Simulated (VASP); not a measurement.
Here is the system:

```yaml
crystal:
  lattice:
    - [0.00000, 2.39485, 2.39485]
    - [2.39485, 0.00000, 2.39485]
    - [2.39485, 2.39485, 0.00000]
  atoms:
    - { symbol: Mg, position: [0.00000, 0.00000, 0.00000] }
    - { symbol: S, position: [0.50000, 0.50000, 0.50000] }
```

Computed with PBEsol GGA, VASP's PBE PAW potentials (set 64) (plane waves; VASP 6.6.1). Settings: 500 eV cut-off, 10×10×10 Γ-centred mesh, Gaussian smearing of 0.050 eV, potentials Mg S.

Problem. Estimate the energy per atom (σ→0), pressure, band gap (on the k-mesh) with the smallest direct gap where there is one.

Solution. 
```json
{
  "band gap (on the k-mesh)": "3.18 eV",
  "smallest direct gap (on the k-mesh)": "5.54 eV",
  "energy per atom (σ→0)": "-411.1 kJ/mol of atoms",
  "pressure": "29.79 GPa"
}
```

Total energies compare only between runs with the same potentials, cut-off and functional.

The compound is MgS in the rock salt structure. It was relaxed first under an external pressure of 30 GPa.
